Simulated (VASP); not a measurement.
Energy against volume of Cs (bcc). All values below come from LDA (Ceperley-Alder, Perdew-Zunger), VASP's LDA PAW potentials (set 64) (plane waves; VASP 6.6.1). Run with 520 eV cut-off, 9×9×9 Γ-centred mesh, first-order Methfessel-Paxton smearing of 0.10 eV, potentials Cs_sv.

```
V (Å³/atom)  E (eV/atom)
-----------  -----------
89.264          -0.98920
92.113          -0.99196
94.962          -0.99323
97.811          -0.99317
```

Question: Fit these four points and predict the energy of the run at 100.660 Å³/atom.

Answer: A cubic in V^(−2/3), the third-order Birch-Murnaghan form, passes through the four points with V0 = 96.24 Å³/atom and B0 = 2 GPa, and gives -0.9919 eV/atom there. The run gave -0.9919 eV/atom, +0.0 meV/atom from the fit; all five points give B0 = 2 GPa.

The compound is Cs in the bcc structure. It was relaxed first, which changed the volume by -15 %.
